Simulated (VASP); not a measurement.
Level of theory: PBE GGA, VASP's PBE PAW potentials (set 64) (plane waves; VASP 6.6.1).

The input files of a VASP run:

**INCAR**
```
SYSTEM = Fe3N
PREC = Accurate
ENCUT = 520
EDIFF = 1E-6
NELM = 100
ALGO = Normal
LREAL = .FALSE.
LASPH = .TRUE.
ISMEAR = 0
SIGMA = 0.05
GGA = PE
LMAXMIX = 4
ISPIN = 2
MAGMOM = 0.0 4.0 4.0 4.0
LORBIT = 10
LWAVE = .FALSE.
LCHARG = .FALSE.
ISIF = 2
KSPACING = 0.2
KGAMMA = .TRUE.
```

### POSCAR
```
Fe3N
1
    0.0000000000     2.9466660000     2.9466660000
    2.9466660000     0.0000000000     2.9466660000
    2.9466660000     2.9466660000     0.0000000000
N Fe
1 3
Direct
  0.0000000000   0.0000000000   0.0000000000
  0.5000000000   0.5000000000   0.5000000000
  0.2500000000   0.2500000000   0.2500000000
  0.7500000000   0.7500000000   0.7500000000
```

POTCAR, in this order: N Fe (PBE.64 set). Program: vasp_std.

### Question
What will the output report for the number of irreducible k-points (NKPTS), number of bands (NBANDS), largest plane-wave count, number of space-group operations, FFT grid (NGX, NGY, NGZ)?

### Answer

| Property | Value |
|---|---|
| number of irreducible k-points (NKPTS) | 47 |
| number of bands (NBANDS) | 24 |
| largest plane-wave count | 1411 |
| number of space-group operations | 48 |
| FFT grid (NGX, NGY, NGZ) | 32 × 32 × 32 |

The structure was generated: Fe3N was put into the D03 type (Fm-3m), which need not be its known phase. The cell was not relaxed at this level. The run is one of a series of settings (KGAMMA = .TRUE., KSPACING = 0.2, KPOINTS file removed against the base run), some of them coarse on purpose.
